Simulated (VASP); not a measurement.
All values below come from PBEsol GGA, VASP's PBE PAW potentials (set 64) (plane waves; VASP 6.6.1).

VASP ran on this input.

POSCAR:
```
Cs
5.1822510
 -0.5792796071   0.5763832091   0.5763832091
  0.5792796071  -0.5763832091   0.5763832091
  0.5792796071   0.5763832091  -0.5763832091
Cs
1
Cartesian
  0.0000000000   0.0000000000   0.0000000000
```

### INCAR
```
SYSTEM = Cs
PREC = Accurate; ENCUT = 480; LREAL = .False.
LASPH = .True.
EDIFF = 1E-7; NELM = 100; ALGO = Normal
LMAXMIX = 4
ISMEAR = 1; SIGMA = 0.1
GGA = PS
ISIF = 2
LWAVE = .False.; LCHARG = .False.
```

### KPOINTS
```
Automatic mesh
0
Gamma
8 8 8
```

POTCAR, in this order: Cs_sv (PBE.64 set). Program: vasp_std.

Output

### OSZICAR
```
       N       E                     dE             d eps       ncg     rms          rms(c)
DAV:   1     0.536868759339E+02    0.53687E+02   -0.29273E+03   944   0.744E+02
DAV:   2     0.369986424555E+01   -0.49987E+02   -0.48886E+02  1248   0.121E+02
DAV:   3    -0.880853230170E+00   -0.45807E+01   -0.45788E+01   968   0.455E+01
DAV:   4    -0.936186836967E+00   -0.55334E-01   -0.55329E-01  1712   0.615E+00
DAV:   5    -0.936238818395E+00   -0.51981E-04   -0.51944E-04  1264   0.112E-01    0.131E-01
DAV:   6    -0.935855831713E+00    0.38299E-03   -0.12834E-03  1680   0.209E-01    0.899E-02
DAV:   7    -0.935995346653E+00   -0.13951E-03   -0.31207E-03  1256   0.347E-01    0.341E-02
DAV:   8    -0.936055519831E+00   -0.60173E-04   -0.99014E-05  1352   0.869E-02    0.531E-03
DAV:   9    -0.936056850187E+00   -0.13304E-05   -0.27510E-06  1536   0.108E-02    0.289E-03
DAV:  10    -0.936056428972E+00    0.42122E-06   -0.66208E-07  1448   0.514E-03    0.402E-04
DAV:  11    -0.936056480001E+00   -0.51029E-07   -0.13731E-08  1000   0.862E-04
   1 F= -.93605648E+00 E0= -.93507048E+00  d E =-.295801E-02
```

OUTCAR:
```
------------------------ aborting loop because EDIFF is reached ----------------------------------------
  FORCE on cell =-STRESS in cart. coord.  units (eV):
  Direction    XX          YY          ZZ          XY          YZ          ZX
  --------------------------------------------------------------------------------------
  Total        0.0146506      0.0159980      0.0159980      0.0000000      0.0000000      0.0000000
  in kB        0.2190985      0.2392487      0.2392487      0.0000000      0.0000000      0.0000000
  external PRESSURE =       0.2325320 kB  Pullay stress =       0.0000000 kB
  volume of cell :      107.13
      direct lattice vectors                 reciprocal lattice vectors
    -3.001972323  2.986962462  2.986962462     0.000000000  0.167394136  0.167394136
     3.001972323 -2.986962462  2.986962462     0.166557165  0.000000000  0.167394136
     3.001972323  2.986962462 -2.986962462     0.166557165  0.167394136  0.000000000
 POSITION                                       TOTAL-FORCE (eV/Angst)
 -----------------------------------------------------------------------------------
      0.00000      0.00000      0.00000        -0.000000     -0.000000     -0.000000
 -----------------------------------------------------------------------------------
    total drift:                               -0.000000     -0.000000     -0.000000
  FREE ENERGIE OF THE ION-ELECTRON SYSTEM (eV)
  ---------------------------------------------------
  free  energy   TOTEN  =        -0.9360564800 eV

  energy  without entropy=       -0.9330984708  energy(sigma->0) =       -0.93507048
```
(Selected blocks of OUTCAR.)

The compound is Cs in the bcc structure. This cell was strained or had an atom moved on purpose.
